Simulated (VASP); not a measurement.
All values below come from LDA (Ceperley-Alder, Perdew-Zunger), VASP's LDA PAW potentials (set 64) (plane waves; VASP 6.6.1).

The input files of a VASP run:

KPOINTS:
```
Automatic mesh
0
Gamma
10 10 4
0 0 0
```

**POSCAR**
```
BN
1.0
  1.2365526170  -2.1417725045   0.0000000000
  1.2365526170   2.1417725045   0.0000000000
  0.0000000000   0.0000000000   5.5722288691
B N
2 2
Cart
  1.2365526170   0.7139255960   1.3930572173
  1.2365526170  -0.7139255960   4.1791716518
  1.2365526170  -0.7139255960   1.3930572173
  1.2365526170   0.7139255960   4.1791716518
```

**INCAR**
```
! general
SYSTEM =BN
PREC   =Accurate
ENCUT  =620   ! plane-wave cut-off (eV)
LREAL  =.False.
LASPH  =.True.   ! aspherical one-centre terms

! electronic loop
EDIFF  =1E-6
NELM   =100
ALGO   =Normal

! smearing
ISMEAR =0   ! Gaussian
SIGMA  =0.05   ! width (eV)

! ions
IBRION =2   ! conjugate gradients
NSW    =40   ! most ionic steps
ISIF   =3
EDIFFG =-0.02
PSTRESS=200

! output
LWAVE  =.False.
LCHARG =.False.
```

POTCAR, in this order: B N (LDA.64 set). Program: vasp_std.

The run wrote:

File OSZICAR:
```
       N       E                     dE             d eps       ncg     rms          rms(c)
DAV:   1     0.620205354326E+02    0.62021E+02   -0.95105E+03  1016   0.145E+03
DAV:   2    -0.386337654862E+02   -0.10065E+03   -0.92411E+02  1504   0.275E+02
DAV:   3    -0.423840967107E+02   -0.37503E+01   -0.37260E+01  1284   0.522E+01
DAV:   4    -0.424103783827E+02   -0.26282E-01   -0.26261E-01  1224   0.497E+00
DAV:   5    -0.424106712055E+02   -0.29282E-03   -0.29276E-03  1256   0.497E-01    0.113E+01
DAV:   6    -0.389230894259E+02    0.34876E+01   -0.84855E+00  1116   0.241E+01    0.497E+00
DAV:   7    -0.385569571994E+02    0.36613E+00   -0.52844E-01  1232   0.609E+00    0.294E+00
DAV:   8    -0.384551519739E+02    0.10181E+00   -0.24772E-01  1180   0.399E+00    0.319E-01
DAV:   9    -0.384530776668E+02    0.20743E-02   -0.83360E-03  1204   0.829E-01    0.171E-01
DAV:  10    -0.384530179126E+02    0.59754E-04   -0.34517E-04  1212   0.190E-01    0.226E-02
DAV:  11    -0.384530203528E+02   -0.24402E-05   -0.37859E-05  1256   0.532E-02    0.168E-02
DAV:  12    -0.384530191918E+02    0.11610E-05   -0.75126E-06  1196   0.237E-02    0.824E-04
DAV:  13    -0.384530192076E+02   -0.15779E-07   -0.16690E-07   684   0.399E-03
   1 F= -.34768640E+02 E0= -.34768640E+02  d E =-.347686E+02
       N       E                     dE             d eps       ncg     rms          rms(c)
DAV:   1    -0.383595770190E+02    0.93442E-01   -0.42086E+00  1068   0.235E+01    0.271E+00
DAV:   2    -0.382117547511E+02    0.14782E+00   -0.38172E-01  1144   0.586E+00    0.811E-01
DAV:   3    -0.382022701731E+02    0.94846E-02   -0.33152E-02  1120   0.159E+00    0.262E-01
DAV:   4    -0.382006047427E+02    0.16654E-02   -0.15242E-03  1172   0.379E-01    0.139E-01
DAV:   5    -0.382002438643E+02    0.36088E-03   -0.47854E-04  1144   0.186E-01    0.612E-02
DAV:   6    -0.382002329922E+02    0.10872E-04   -0.38712E-05  1172   0.586E-02    0.384E-03
DAV:   7    -0.382002330247E+02   -0.32527E-07   -0.47043E-07   768   0.737E-03
   2 F= -.34749004E+02 E0= -.34749004E+02  d E =0.196360E-01
       N       E                     dE             d eps       ncg     rms          rms(c)
DAV:   1    -0.384287179179E+02   -0.22848E+00   -0.13346E+00  1076   0.130E+01    0.154E+00
DAV:   2    -0.383800653172E+02    0.48653E-01   -0.12940E-01  1120   0.340E+00    0.437E-01
DAV:   3    -0.383772731199E+02    0.27922E-02   -0.96099E-03  1132   0.850E-01    0.143E-01
DAV:   4    -0.383766851678E+02    0.58795E-03   -0.50854E-04  1196   0.213E-01    0.708E-02
DAV:   5    -0.383765776295E+02    0.10754E-03   -0.14322E-04  1160   0.996E-02    0.324E-02
DAV:   6    -0.383765745470E+02    0.30825E-05   -0.92557E-06  1184   0.294E-02    0.218E-03
DAV:   7    -0.383765744807E+02    0.66256E-07   -0.15300E-07   604   0.388E-03
   3 F= -.34794073E+02 E0= -.34794073E+02  d E =-.254332E-01
       N       E                     dE             d eps       ncg     rms          rms(c)
DAV:   1    -0.384163136943E+02   -0.39739E-01   -0.29099E+00  1008   0.157E+01    0.137E+00
DAV:   2    -0.383543825966E+02    0.61931E-01   -0.96425E-02  1212   0.279E+00    0.616E-01
DAV:   3    -0.383384529226E+02    0.15930E-01   -0.29619E-02  1200   0.139E+00    0.199E-01
DAV:   4    -0.383370265640E+02    0.14264E-02   -0.29519E-03  1252   0.485E-01    0.610E-02
DAV:   5    -0.383369707051E+02    0.55859E-04   -0.31016E-04  1144   0.155E-01    0.339E-02
DAV:   6    -0.383369604507E+02    0.10254E-04   -0.27908E-05  1224   0.506E-02    0.550E-03
DAV:   7    -0.383369604048E+02    0.45910E-07   -0.90326E-07   688   0.880E-03
   4 F= -.34822955E+02 E0= -.34822955E+02  d E =-.288816E-01
       N       E                     dE             d eps       ncg     rms          rms(c)
DAV:   1    -0.383849866239E+02   -0.48026E-01   -0.42625E+00  1008   0.192E+01    0.167E+00
DAV:   2    -0.382964488651E+02    0.88538E-01   -0.13976E-01  1220   0.338E+00    0.751E-01
DAV:   3    -0.382734920599E+02    0.22957E-01   -0.43020E-02  1192   0.169E+00    0.241E-01
DAV:   4    -0.382714607961E+02    0.20313E-02   -0.41821E-03  1248   0.583E-01    0.739E-02
DAV:   5    -0.382713812474E+02    0.79549E-04   -0.45025E-04  1148   0.188E-01    0.408E-02
DAV:   6    -0.382713665631E+02    0.14684E-04   -0.39907E-05  1240   0.607E-02    0.687E-03
DAV:   7    -0.382713664805E+02    0.82679E-07   -0.12317E-06   688   0.105E-02
   5 F= -.34839239E+02 E0= -.34839239E+02  d E =-.451659E-01
       N       E                     dE             d eps       ncg     rms          rms(c)
DAV:   1    -0.382587254530E+02    0.12641E-01   -0.28321E-01  1008   0.491E+00    0.428E-01
DAV:   2    -0.382528282309E+02    0.58972E-02   -0.89976E-03  1208   0.859E-01    0.194E-01
DAV:   3    -0.382512811070E+02    0.15471E-02   -0.29446E-03  1176   0.443E-01    0.611E-02
DAV:   4    -0.382511499497E+02    0.13116E-03   -0.28327E-04  1248   0.153E-01    0.192E-02
DAV:   5    -0.382511438103E+02    0.61395E-05   -0.35181E-05  1152   0.522E-02    0.107E-02
DAV:   6    -0.382511427233E+02    0.10869E-05   -0.30338E-06  1092   0.168E-02    0.172E-03
DAV:   7    -0.382511427218E+02    0.15395E-08   -0.99295E-08   576   0.293E-03
   6 F= -.34839912E+02 E0= -.34839912E+02  d E =-.458389E-01
       N       E                     dE             d eps       ncg     rms          rms(c)
DAV:   1    -0.382547978778E+02   -0.36552E-02   -0.77524E-03  1008   0.811E-01    0.706E-02
DAV:   2    -0.382546359109E+02    0.16197E-03   -0.24328E-04  1200   0.141E-01    0.321E-02
DAV:   3    -0.382545932088E+02    0.42702E-04   -0.81867E-05  1176   0.739E-02    0.101E-02
DAV:   4    -0.382545896538E+02    0.35550E-05   -0.78506E-06  1236   0.255E-02    0.319E-03
DAV:   5    -0.382545894660E+02    0.18776E-06   -0.94420E-07   612   0.888E-03
   7 F= -.34839904E+02 E0= -.34839904E+02  d E =-.458305E-01
       N       E                     dE             d eps       ncg     rms          rms(c)
DAV:   1    -0.382700593294E+02   -0.15470E-01   -0.18063E-02  1072   0.154E+00    0.180E-01
DAV:   2    -0.382694321332E+02    0.62720E-03   -0.16876E-03  1148   0.392E-01    0.521E-02
DAV:   3    -0.382693983013E+02    0.33832E-04   -0.12058E-04  1136   0.968E-02    0.174E-02
DAV:   4    -0.382693909219E+02    0.73793E-05   -0.58170E-06  1148   0.232E-02    0.880E-03
DAV:   5    -0.382693894041E+02    0.15178E-05   -0.15872E-06   644   0.113E-02    0.317E-03
DAV:   6    -0.382693893804E+02    0.23704E-07   -0.16174E-07   540   0.426E-03
   8 F= -.34839576E+02 E0= -.34839576E+02  d E =0.327877E-03
       N       E                     dE             d eps       ncg     rms          rms(c)
DAV:   1    -0.382590106206E+02    0.10379E-01   -0.97554E-03  1072   0.114E+00    0.133E-01
DAV:   2    -0.382586703536E+02    0.34027E-03   -0.91308E-04  1156   0.288E-01    0.387E-02
DAV:   3    -0.382586518674E+02    0.18486E-04   -0.65876E-05  1136   0.716E-02    0.128E-02
DAV:   4    -0.382586478953E+02    0.39721E-05   -0.31464E-06  1116   0.171E-02    0.647E-03
DAV:   5    -0.382586470870E+02    0.80829E-06   -0.85788E-07   544   0.833E-03
   9 F= -.34839953E+02 E0= -.34839953E+02  d E =-.493292E-04
```

### OUTCAR
```
------------------------ aborting loop because EDIFF is reached ----------------------------------------
  FORCE on cell =-STRESS in cart. coord.  units (eV):
  Direction    XX          YY          ZZ          XY          YZ          ZX
  --------------------------------------------------------------------------------------
  Total        3.4301074      3.4301097      3.3952830     -0.0000000     -0.0000000      0.0000000
  in kB      200.6677132    200.6678474    198.6304231     -0.0000000     -0.0000000      0.0000000
  external PRESSURE =      -0.0113388 kB  Pullay stress =     200.0000000 kB
  volume of cell :       27.39
      direct lattice vectors                 reciprocal lattice vectors
     1.230412891 -2.131138354 -0.000000000     0.406367654 -0.234616396  0.000000000
     1.230412891  2.131138354  0.000000000     0.406367654  0.234616396  0.000000000
    -0.000000000  0.000000000  5.222137247     0.000000000 -0.000000000  0.191492478
  FREE ENERGIE OF THE ION-ELECTRON SYSTEM (eV)
  ---------------------------------------------------
  free  energy   TOTEN  =       -38.2586470870 eV

  energy  without entropy=      -38.2586470870  energy(sigma->0) =      -38.25864709
  enthalpy is  TOTEN    =       -34.8399532577 eV   P V=        3.4186938293

 reached required accuracy - stopping structural energy minimisation
```
(Selected blocks of OUTCAR.)

CONTCAR:
```
BN
   1.00000000000000
     1.2304128906321830   -2.1311383535720205   -0.0000000000000000
     1.2304128906321830    2.1311383535720205    0.0000000000000000
    -0.0000000000000000    0.0000000000000000    5.2221372469693303
  B               N
     2     2
Direct
     0.3333330000000032    0.6666669999999968    0.2500000000000000
     0.6666669999999968    0.3333330000000032    0.7500000000000000
     0.6666669999999968    0.3333330000000032    0.2500000000000000
     0.3333330000000032    0.6666669999999968    0.7500000000000000
```

Energy and stress use the plane-wave basis of the starting cell.

The compound is BN in the hex structure. This run relaxes it under an external pressure of 20 GPa. Symmetry was kept, so distortions that lower it aren't found.
